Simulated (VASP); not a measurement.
Computed with r2SCAN meta-GGA, VASP's PBE PAW potentials (set 64) (plane waves; VASP).

Gaps are without spin-orbit coupling.

```yaml
volume_per_atom: 20.26 Å³/atom
band gap (over mesh and band path): 2.97 eV
smallest direct gap (over mesh and band path): 2.97 eV
```

Question: Which relaxed crystal gives these values?
(A) BaTiO3, Pm-3m (221)
(B) Mg2ZnO3, P-3m1 (164)
(C) MgZn3S4, Pm (6)
(D) BaGaH5, Pmn2_1 (31)

Answer: C, MgZn3S4, Pm (6)
